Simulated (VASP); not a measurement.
Here is the system:

```xyz
2
Lattice="1.3700 -2.3729 0.0000 1.3700 2.3729 0.0000 0.0000 0.0000 4.3900" Properties=species:S:1:pos:R:3 pbc="T T T"
Tc     1.3700     0.7910     1.0975
Tc     1.3700    -0.7910     3.2925
```

These are RPBE GGA, VASP's PBE PAW potentials (set 64) (plane waves; VASP 6.6.1) values and carry that method's errors. Run with 520 eV cut-off, 14×14×8 Γ-centred mesh, first-order Methfessel-Paxton smearing of 0.10 eV, potentials Tc_pv.

Energy and stress use the plane-wave basis of the starting cell.

Question: The ions, cell shape and volume are relaxed. Give the cell that the relaxation ends in.

Answer: 
```xyz
2
Lattice="1.3802 -2.3906 0.0000 1.3802 2.3906 0.0000 0.0000 0.0000 4.4227" Properties=species:S:1:pos:R:3 pbc="T T T"
Tc     1.3802     0.7969     1.1057
Tc     1.3802    -0.7969     3.3170
```
Space group P6_3/mmc (194), at a tolerance of 0.03 Å.

Question: How do energy and volume change from the first to the last step?

Answer: The energy (σ→0) changes by -6.5 meV/atom and the volume by +2.2 %, in 4 ionic steps.

The compound is Tc in the hcp structure. This run relaxes it. Symmetry was kept, so distortions that lower it aren't found.
